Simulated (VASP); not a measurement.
An input for Ansatz (written as the equivalent of a VASP run, and not itself run):

Ansatz 0.2 input:
```yaml
crystal:
  lattice:
    - [1.9708615, -3.4136302, 0.0000000]
    - [1.9708615, 3.4136302, 0.0000000]
    - [0.0000000, 0.0000000, 4.6834142]
  atoms:
    - { symbol: Te, position: [0.3333330, 0.6666670, 0.2820629] }
    - { symbol: Te, position: [0.6666670, 0.3333330, 0.7179371] }
    - { symbol: Pt, position: [0.0000000, 0.0000000, 0.0000000] }
kpoints:
  mp_grid: { grid: [9, 9, 7] }
hamiltonian:
  xc: pbe
  pseudopotentials: { kind: paw }
scf:
  occupations: { method: methfessel_paxton, width: 0.1 }
  max_iter: 100
relax:
  max_steps: 40
  f_tol: 0.02
  cell: { p_target: 20 }
output: { forces: true, stress: true, eigenvalues: true }
```

Question: Write the VASP files for the same calculation (PBE).

Answer: Several could match; the one computed here: 
POSCAR:
```
PtTe2
1
    1.9708615076    -3.4136301732    -0.0000000000
    1.9708615076     3.4136301732    -0.0000000000
   -0.0000000000     0.0000000000     4.6834141624
Te Pt
2 1
Direct
  0.3333330000   0.6666670000   0.2820629306
  0.6666670000   0.3333330000   0.7179370694
  0.0000000000   0.0000000000   0.0000000000
```

**KPOINTS**
```
Automatic mesh
0
Gamma
9 9 7
0 0 0
```

INCAR:
```
SYSTEM = PtTe2
PREC = Accurate; ENCUT = 500; LREAL = F
LASPH = T
EDIFF = 1E-6; NELM = 100; ALGO = Normal
LMAXMIX = 6
ISMEAR = 1; SIGMA = 0.1
GGA = PE
IBRION = 2; NSW = 40; ISIF = 3
EDIFFG = -0.02; PSTRESS = 200
LWAVE = F; LCHARG = F
```

POTCAR, in this order: Te Pt (PBE.64 set). Program: vasp_std.

Limits of the translation: each code has its own PAW files, so the cut-off isn't converted (ENCUT is set for VASP's; basis.ecutwfc is left out, and Ansatz then takes the one that its files recommend); Ansatz stops its SCF on the density residual and VASP on the energy change (EDIFF).

The compound is PtTe2 in the 1T layered structure. This run relaxes it under an external pressure of 20 GPa. Symmetry was kept, so distortions that lower it aren't found.
